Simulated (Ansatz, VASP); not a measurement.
# Cross-check of TiSnGe (TiSnGe in the AlB2 type) between VASP and Ansatz, part 2 of 2

Wanted: the spread between two codes on one cell, functional and k mesh. The cell is generated by rule, not measured, and may not be a known phase. The cell is taken from a series of runs on this material, whose earlier steps may have relaxed, scaled, displaced or heated it; both programs get it as it stands.

VASP 6.6.1 and Ansatz 0.2.0.

So far: The starting structure; VASP: relaxation of cell and atoms, PBEsol, pair 1; Ansatz: relaxation of cell and atoms, PBEsol, pair 1; Comparison.

**5. Ansatz: relaxation of cell and atoms, PBEsol, pair 2**

Level of this step: Ansatz beside VASP: Kohn-Sham DFT, plane waves, PBEsol (Ansatz).

The relaxed volume is the usual yardstick between codes: in a stiff, nearly cubic crystal its relative difference is about their pressure difference at one cell divided by the bulk modulus.

The cell is taken from a series of runs on this material, whose earlier steps may have relaxed, scaled, displaced or heated it; both programs get it as it stands.

The input, input.yaml:

```yaml
crystal:
  lattice:
    - [4.8209641635, 0.0, 0.0]
    - [-2.4104820817, 4.1750774363, 0.0]
    - [0.0, 0.0, 2.7953388464]
  atoms:
    - { symbol: Ti, position: [0.0, 0.0, 0.0] }
    - { symbol: Ge, position: [0.3333333333, 0.6666666667, 0.5] }
    - { symbol: Sn, position: [0.6666666667, 0.3333333333, 0.5] }
kpoints:
  mp_grid: { grid: [9, 9, 10] }
hamiltonian:
  xc: pbesol
  pseudopotentials: { kind: paw, azcp: { folder: soft_1 }, xc_functional: pbe }
scf:
  occupations: { method: gaussian, width: 0.1 }
output:
  forces: true
  stress: true
  eigenvalues: true
relax:
  adjacent_minimum: "off"
  f_tol: 0.005
  max_steps: 80
  cell: { stress_tol: 0.05 }
```

Started as:

```console
$ ansatz run input.yaml --threads 4 --pin off --max-ram 12288MiB --backend cpu --events-out ev --progress --plain --runs-dir out
```

Numbers of over 12 decimals in the logs are rounded to 6 here.

Output:

```text
[...]
Crystal: 3 atoms, lattice volume = 56.264 Å³
Basis set: ecut = 420 eV, 1101 PW (Γ), exchange–correlation on 72×72×40 points (8 copies of the dense FFT grid, shifted against one another)
Bands: 24, of which v1, the nominal top of the filled ones, is band 20 counted from 1 (19 counted from 0)
Symmetry: 12 space group operations
[...]
k-points: 72 of 810 (time reversal used)
[...]
--- Relaxed structure (3 steps of the walk, 3 accepted, 1 SCFs on fresh bases) ---
[...]
cell:  # Å, volume = 56.5425 Å³
    - [4.844617, -2.9009126438070912e-11, 0]
    - [-2.422309, 4.195561, 0]
    - [0, 0, 2.781796]
  atoms:
    - { symbol: Ti, position: [0, 0, 0] }
    - { symbol: Ge, position: [0.333333, 0.666667, 0.500000] }
    - { symbol: Sn, position: [0.666667, 0.333333, 0.500000] }
[key lines of the parts left out:]
SCF converged after 9 iterations
Free energy (F): -12677.260034 eV
Fermi energy:    13.424764 eV
P = ⅓ Tr σ = 0.0173 GPa (0.173 kbar)
```

**6. VASP: relaxation of cell and atoms, PBEsol, pair 2**

The same cell, functional, mesh and smearing now go to VASP, with its own data sets.

The input, INCAR:

```
SYSTEM = TiSnGe
PREC = Accurate
ENCUT = 500
EDIFF = 1E-07
NELM = 120
ISMEAR = 0
SIGMA = 0.1
LREAL = .FALSE.
ALGO = Normal
GGA = PS
NBANDS = 26
LASPH = .TRUE.
LORBIT = 11
LWAVE = .FALSE.
LCHARG = .FALSE.
ISIF = 3
IBRION = 2
NSW = 80
EDIFFG = -0.005
GGA_COMPAT = .FALSE.
NELMIN = 4
KPAR = 2
```

The input, POSCAR:

```
TiSnGe
1.0
    4.8209640000      0.0000000000      0.0000000000
   -2.4104820000      4.1750770000      0.0000000000
    0.0000000000      0.0000000000      2.7953390000
Ti Ge Sn
1 1 1
Direct
    0.0000000000      0.0000000000      0.0000000000
    0.3333333733      0.6666667465      0.4999998211
    0.6666666267      0.3333332535      0.4999998211
```

The input, KPOINTS:

```
Automatic mesh
0
Gamma
9 9 10
0 0 0
```

The projector-augmented-wave data sets are Ti_sv, Ge_d and Sn_d (PBE family, release 64).

Started as:

```console
$ mpirun -np 2 vasp_std
```

Output:

```text
[banner, memory and clock lines left out]
running    2 mpi-ranks, on    1 nodes
[...]
[... a notice as in an earlier step ...]

 LDA part: xc-table for (Slater+PW92), standard interpolation
 POSCAR, INCAR and KPOINTS ok, starting setup
[...]
entering main loop
       N       E                     dE             d eps       ncg     rms          rms(c)
DAV:   1     0.355450889238E+03    0.35545E+03   -0.20143E+04  3958   0.321E+03
DAV:   2     0.311948529210E+02   -0.32426E+03   -0.31962E+03  3744   0.619E+02
DAV:   3    -0.163646275540E+02   -0.47559E+02   -0.46788E+02  4224   0.190E+02
DAV:   4    -0.193458092778E+02   -0.29812E+01   -0.29450E+01  5676   0.465E+01
[...]
DAV:  13    -0.175329924755E+02    0.22140E-06   -0.27337E-06  4772   0.131E-02    0.359E-03
DAV:  14    -0.175329921960E+02    0.27952E-06   -0.11617E-06  4938   0.787E-03    0.115E-03
DAV:  15    -0.175329922169E+02   -0.20961E-07   -0.60576E-08  2506   0.211E-03
   1 F= -.17532992E+02 E0= -.17527031E+02  d E =-.175330E+02
[... from here on, the cycles between the ionic steps are left out ...]
   2 F= -.17535274E+02 E0= -.17529148E+02  d E =-.228209E-02
   3 F= -.17535294E+02 E0= -.17529185E+02  d E =-.230184E-02
   4 F= -.17535315E+02 E0= -.17529164E+02  d E =-.213343E-04
   5 F= -.17535321E+02 E0= -.17529183E+02  d E =-.272393E-04
[...]
reached required accuracy - stopping structural energy minimisation
```

OUTCAR, selected parts (step 6):

```text
  Total        0.0003119      0.0003119      0.0024729     -0.0000000      0.0000000      0.0000000
  in kB        0.0088376      0.0088376      0.0700632     -0.0000000      0.0000000      0.0000000
  external PRESSURE =       0.0292461 kB  Pullay stress =       0.0000000 kB

 POSITION                                       TOTAL-FORCE (eV/Angst)
 -----------------------------------------------------------------------------------
      0.00000      0.00000      2.78223        -0.000000      0.000000      0.000000
      0.00000      2.79697      1.39111         0.000000     -0.000000      0.000000
      2.42225      1.39848      1.39111        -0.000000     -0.000000      0.000000
 -----------------------------------------------------------------------------------
    total drift:                               -0.000000     -0.000035      0.000446

  FREE ENERGIE OF THE ION-ELECTRON SYSTEM (eV)
  ---------------------------------------------------
  free  energy   TOTEN  =       -17.5353212971 eV

  energy  without entropy=      -17.5230445129  energy(sigma->0) =      -17.52918290

[... 1 part as in an earlier step ...]

[... 3 further parts left out ...]
[key lines of the parts left out:]
E-fermi :   9.1420
```

**7. Side by side**

The two programs side by side:

| quantity | Ansatz | VASP | difference |
| --- | --- | --- | --- |
| volume (Å³) | 56.54 | 56.55 | -0.01 % |
| edge a after relaxation, in the typed setting (Å) | 4.845 | 4.845 | +0.00 % |
| edge c after relaxation, in the typed setting (Å) | 2.782 | 2.782 | -0.01 % |

**8. Ansatz: zone-centre phonons, PBEsol**

Second derivatives magnify differences that forces hide, and they need a tight electronic threshold.

The cell is taken from a series of runs on this material, whose earlier steps may have relaxed, scaled, displaced or heated it; both programs get it as it stands.

The input, input.yaml:

```yaml
crystal:
  lattice:
    - [4.8307647266, 0.0, 0.0]
    - [-2.4153823633, 4.183564973, 0.0]
    - [0.0, 0.0, 2.7828973819]
  atoms:
    - { symbol: Ti, position: [0.0, 0.0, 0.0] }
    - { symbol: Ge, position: [0.3333333333, 0.6666666667, 0.5] }
    - { symbol: Sn, position: [0.6666666667, 0.3333333333, 0.5] }
kpoints:
  mp_grid: { grid: [4, 4, 6] }
hamiltonian:
  xc: pbesol
  pseudopotentials: { kind: paw, azcp: { folder: soft_1 }, xc_functional: pbe }
scf:
  occupations: { method: methfessel_paxton, width: 0.2 }
output:
  eigenvalues: true
phonons:
  method: dfpt
  qmesh: [2, 2, 2]
  temperatures: { t_max: 1000, t_step: 50 }
  qpath:
    path:
      - [[0.0, 0.0, 0.0], [0.5, 0.0, 0.0], [0.33333333, 0.33333333, 0.0], [0.0, 0.0, 0.0], [0.0, 0.0, 0.5], [0.5, 0.0, 0.5], [0.33333333, 0.33333333, 0.5], [0.0, 0.0, 0.5]]
      - [[0.5, 0.0, 0.5], [0.5, 0.0, 0.0]]
      - [[0.33333333, 0.33333333, 0.5], [0.33333333, 0.33333333, 0.0]]
    npoints: 10
```

Started as:

```console
$ ansatz run input.yaml --threads 4 --pin off --max-ram 12288MiB --backend cpu --events-out ev --progress --plain --runs-dir out
```

Output:

```text
[...]
largest difference from the sums on the solved wave vectors: F 1.18e-2 eV, S 4.12e-5 and C_V 2.11e-5 eV/K
  zero-point energy: 0.070088 eV/cell   skipped modes (ω ≤ 0): 49, of them read as no rigid motion or as one in doubt: 46 (1.300e-1 modes/cell left out, lowest -37.36 cm⁻¹)   left out of the sums: 1.45e-2 of the cell's modes: C_V's classical limit lies that fraction below 3 k_B per atom; for a crystal, a wire or a layer, F and S can be off by more, and a phonons.interpolated_qmesh denser along its periods is the remedy for the sampling
[key lines of the parts left out:]
SCF converged after 11 iterations
Free energy (F): -12677.295770 eV
Fermi energy:    13.469394 eV
```

**9. VASP: zone-centre phonons, PBEsol**

The same cell, functional, mesh and smearing now go to VASP, with its own data sets.

The input, INCAR:

```
SYSTEM = TiSnGe
PREC = Accurate
ENCUT = 500
EDIFF = 1E-08
NELM = 120
ISMEAR = 1
SIGMA = 0.2
LREAL = .FALSE.
ALGO = Normal
GGA = PS
NBANDS = 26
LASPH = .TRUE.
LORBIT = 11
LWAVE = .FALSE.
LCHARG = .FALSE.
ISIF = 2
IBRION = 8
GGA_COMPAT = .FALSE.
KPAR = 2
```

The input, POSCAR:

```
TiSnGe
1.0
    4.8307647266      0.0000000000      0.0000000000
   -2.4153823633      4.1835649730      0.0000000000
    0.0000000000      0.0000000000      2.7828973819
Ti Ge Sn
1 1 1
Direct
    0.0000000000      0.0000000000      0.0000000000
    0.3333333333      0.6666666667      0.5000000000
    0.6666666667      0.3333333333      0.5000000000
```

The input, KPOINTS:

```
Automatic mesh
0
Gamma
4 4 6
0 0 0
```

Started as:

```console
$ mpirun -np 2 vasp_std
```

Output:

```text
[... set-up lines as in an earlier step ...]
 entering main loop
       N       E                     dE             d eps       ncg     rms          rms(c)
DAV:   1     0.353237534458E+03    0.35324E+03   -0.20067E+04   868   0.323E+03
DAV:   2     0.311072440072E+02   -0.32213E+03   -0.31764E+03   832   0.618E+02
DAV:   3    -0.163945190827E+02   -0.47502E+02   -0.46664E+02   940   0.191E+02
DAV:   4    -0.192760658131E+02   -0.28815E+01   -0.28591E+01  1290   0.466E+01
[...]
DAV:  14    -0.175713752482E+02   -0.35441E-06   -0.62777E-07  1118   0.739E-03    0.116E-03
DAV:  15    -0.175713751627E+02    0.85547E-07   -0.60580E-08  1012   0.267E-03    0.764E-04
DAV:  16    -0.175713751578E+02    0.48849E-08   -0.30947E-08   772   0.107E-03
   1 F= -.17571375E+02 E0= -.17569359E+02  d E =-.604831E-02
 Linear response reoptimize wavefunctions to high precision
DAV:   1    -0.175713751492E+02    0.85556E-08   -0.20731E-09   630   0.363E-04
DAV:   2    -0.175713751493E+02   -0.51841E-10   -0.25434E-10   488   0.137E-04
 Linear response DOF=           6
 Linear response progress:
[...]
RMM:  15    -0.227862982284E+00    0.16940E-06   -0.60540E-07  5128   0.951E-04    0.466E-05
RMM:  16    -0.227862992717E+00   -0.10433E-07    0.60618E-07  5127   0.783E-04    0.589E-05
RMM:  17    -0.227862828738E+00    0.16398E-06    0.26097E-06  5155   0.658E-04    0.543E-05
 first order change of Fermi-energy   0.57749E-05
 force on displaced ion       3 direction 1 :  -7.241  -0.001   0.000
 Linear response progress:
  Degree of freedom:   6/  6
       N       E                     dE             d eps       ncg     rms          rms(c)
RMM:   1    -0.200304435840E+00   -0.20030E+00    0.64380E-01  1145   0.859E+00
RMM:   2    -0.204345684712E+00   -0.40412E-02   -0.20160E-02  1866   0.735E-01    0.437E-02
RMM:   3    -0.204264516573E+00    0.81168E-04   -0.12461E-03  1981   0.223E-01    0.234E-02
RMM:   4    -0.204139924761E+00    0.12459E-03   -0.24854E-04  2048   0.101E-01    0.618E-03
[...]
RMM:  13    -0.204144478967E+00   -0.22820E-07   -0.23252E-07  2212   0.132E-03    0.993E-06
RMM:  14    -0.204144488486E+00   -0.95194E-08   -0.12727E-07  2231   0.101E-03    0.946E-06
RMM:  15    -0.204144512459E+00   -0.23973E-07   -0.11805E-07  2202   0.776E-04    0.883E-06
 first order change of Fermi-energy  -0.20484E-03
 force on displaced ion       3 direction 3 :  -0.000   0.000  -1.076
 Linear response finished
```

Parts of OUTCAR (step 9):

```text
  Total        0.4666035      0.4666035     -1.1809248      0.0000000     -0.0000000      0.0000000
  in kB       13.2922636     13.2922636    -33.6413342      0.0000000     -0.0000000      0.0000000
  external PRESSURE =      -2.3522690 kB  Pullay stress =       0.0000000 kB

 POSITION                                       TOTAL-FORCE (eV/Angst)
 -----------------------------------------------------------------------------------
      0.00000      0.00000      0.00000        -0.000000     -0.000000      0.000000
     -0.00000      2.78904      1.39145        -0.000000      0.000000      0.000000
      2.41538      1.39452      1.39145         0.000000      0.000000      0.000000
 -----------------------------------------------------------------------------------
    total drift:                               -0.000000      0.000000     -0.000000

[... 2 further parts left out ...]
```

**10. Side by side**

What differs besides the data sets and the points named for the pairs above, as far as they apply: VASP's run holds the zone centre alone. Total energies have different zeros and are not compared.

Both answers:

| quantity | Ansatz | VASP | difference |
| --- | --- | --- | --- |
| optical mode 1 (cm⁻¹) | 31.1 | 39.6 | -8.5 |
| optical mode 2 (cm⁻¹) | 84.4 | 84.7 | -0.43 % |
| optical mode 3 to 4 (cm⁻¹) | 115.4 | 119.0 | -3.07 % |
| optical mode 5 to 6 (cm⁻¹) | 187.9 | 188.5 | -0.27 % |

Modes are paired by rising frequency, not by their patterns, so a pair may set unlike modes beside each other; they are those without the splitting of longitudinal modes.

**11. Results**

| Property | Result |
| --- | --- |
| difference in edge c after relaxation, in the typed setting (relaxation of cell and atoms, PBEsol, pair 1) | 0.014 % |
| difference in edge c after relaxation, in the typed setting (relaxation of cell and atoms, PBEsol, pair 2) | -0.014 % |
| r.m.s. difference of the optical zone-centre modes, each program's sorted by frequency (zone-centre phonons, PBEsol) | 4.1 cm⁻¹ |
| difference in optical mode 3 to 4 (zone-centre phonons, PBEsol) | -3.1 % |

The difference in edge c after relaxation, in the typed setting is -0.014 % (relaxation of cell and atoms, PBEsol, pair 2), within the 1.2 % picked in this series as the mark of a large difference, as far as the stopping tolerances let one tell. Among the rows given in per cent, the largest difference of the zone-centre phonons, PBEsol pair is in optical mode 3 to 4, -3.1 %. What causes the difference of the zone-centre phonons, PBEsol pair stays open here. 1 further run of this series is not shown here. How closely two codes agree says nothing of how well the functional describes the real material.

[Lines on the potential files, build, host, timing and source positions are cut from VASP's logs without a mark.]

[Logs are printed without paths, hosts, clocks, repeated set-up lines and the standing remarks that a program may print on its own settings, such as how far it seeks lower states.]

[Hosts, paths, dates, database ids (printed as entryN), source tags and the programs' standing remarks are cut or masked in the printed files.]
